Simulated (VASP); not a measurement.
Consider the following.

```xyz
2
Lattice="2.8125 0.0000 0.0000 -1.4062 2.4357 0.0000 0.0000 0.0000 4.8669" Properties=species:S:1:pos:R:3 pbc="T T T"
Al     1.4062     0.8119     3.6501
Al     0.0000     1.6238     1.2167
```

Level of theory: r2SCAN meta-GGA, VASP's PBE PAW potentials (set 64) (plane waves; VASP 6.6.1). Settings: 400 eV cut-off, 13×13×7 Γ-centred mesh, first-order Methfessel-Paxton smearing of 0.10 eV, potentials Al.

Energy and stress use the plane-wave basis of the starting cell.

**Question.** The ions, cell shape and volume are relaxed. What does this cell relax into?

**Answer.** 
```xyz
2
Lattice="2.8297 0.0000 0.0000 -1.4149 2.4506 0.0000 0.0000 0.0000 4.5966" Properties=species:S:1:pos:R:3 pbc="T T T"
Al     1.4149     0.8169     3.4475
Al     0.0000     1.6338     1.1492
```
Space group P6_3/mmc (194), at a tolerance of 0.03 Å.

**Question.** How do energy and volume change from the first to the last step?

**Answer.** The energy (σ→0) changes by -17.3 meV/atom and the volume by -4.4 %, in 10 ionic steps.

```
step  E(σ→0) (eV)  max force (eV/Å)  pressure (GPa)  volume (Å³)
----  -----------  ----------------  --------------  -----------
1        -13.3725             0.000           -3.27        33.34
2        -13.3945             0.000            0.71        31.72
3        -13.3949             0.000            1.42        31.47
4        -13.4032             0.000            1.65        31.33
5        -13.4028             0.000            1.91        31.25
6        -13.4039             0.000            1.75        31.30
7        -13.4064             0.000           -0.75        32.14
8        -13.4071             0.000            0.03        31.87
9        -13.4071             0.000           -0.02        31.88
10       -13.4071             0.000           -0.01        31.88
```

The structure comes from a computed database's Al entry (P6_3/mmc); how it stands against other phases isn't given here. This run relaxes it. Symmetry was kept, so distortions that lower it aren't found.
